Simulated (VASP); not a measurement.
Write the native input for VASP 6.6.1 that does the following.

* Task: relaxation of cell and atoms
* Functional: revPBE
* Potentials or basis: VASP PAW PBE potentials, release 64 (Ni, Mo_sv, Pd, Ir, W_sv)
* Cutoff: 600 eV
* k mesh: 8 × 8 × 5
* Occupations: fermi-dirac, width 0.05 eV
* Spin: collinear spin, ferromagnetic start
* Starting moments: [1.0, 1.0, 0.0, 0.6, 0.0] μB
* Further INCAR settings: ALGO = Fast; EDIFF = 1e-06; IBRION = 2; EDIFFG = -0.02; NSW = 60; ISIF = 3

The structure of NiMoIrPdW lies in POSCAR:

```
NiMoIrPdW
1.0
    4.1170500000      0.0000000000      0.0000000000
   -2.0585300000      3.5654700000      0.0000000000
    0.0000000000      0.0000000000      5.4458000000
Ni Mo Pd Ir W
1 1 1 1 1
Direct
    0.0000000000      0.0000000000      0.9577500000
    0.6666700000      0.3333300000      0.9616100000
    0.6666700000      0.3333300000      0.4629500000
    0.3333300000      0.6666700000      0.7257200000
    0.3333300000      0.6666700000      0.2364200000
```

The cell was built by a generator and needn't be a form met in nature.

These files were run (other wordings do the same):

INCAR

```
SYSTEM = NiMoIrPdW
  PREC = Accurate
  ENCUT = 600
  EDIFF = 1E-6
  ISMEAR = -1
  SIGMA = 0.05
  LREAL = .FALSE.
  LASPH = .TRUE.
  NELM = 150
  ALGO = Fast
  ISIF = 3
  LWAVE = .FALSE.
  LCHARG = .FALSE.
  ISPIN = 2
  MAGMOM = 1 1 0 0.6 0
  LORBIT = 11
  LMAXMIX = 4
  GGA = RE
  IBRION = 2
  NSW = 60
  EDIFFG = -0.02
  KPAR = 4
```

KPOINTS

```
Automatic mesh
0
G
  8 8 5
  0 0 0
```

Potentials or basis: VASP PAW PBE potentials, release 64 (Ni, Mo_sv, Pd, Ir, W_sv).

Run with:

```sh
$ cat potpaw_PBE.64/Ni/POTCAR potpaw_PBE.64/Mo_sv/POTCAR potpaw_PBE.64/Pd/POTCAR potpaw_PBE.64/Ir/POTCAR potpaw_PBE.64/W_sv/POTCAR > POTCAR
$ mpirun -np 4 vasp_std > vasp.out
```

It gave:

The relaxed volume is 16.20 Å³/atom and the relaxed cell is a = 4.137 Å, b = 4.137 Å, c = 5.464 Å, α = 90.00°, β = 90.00°, γ = 120.00°. The space group after relaxing (to 0.05 Å) is P3m1 (No. 156). The energy gained by relaxing is 1.9 meV/atom, the ionic steps are 5 and the pressure after relaxing is 0.0 GPa. The largest force after relaxing is 0.017 eV/Å. The band gap on the k mesh is none (metal or under the smearing width). The net moment is 0.00 μB per cell and the valence electrons inside the program's atomic spheres are Ni 9.42; Mo 12.53; Pd 9.57; Ir 8.29; W 11.84.

Caveat: the PAW data sets were made with another functional, which shifts forces and pressure a little.

Wall time 15 min on 4 MPI ranks on Intel(R) Xeon(R) Platinum 8488C (Sapphire Rapids), with other jobs on the host, peak memory 0.75 GiB a rank.
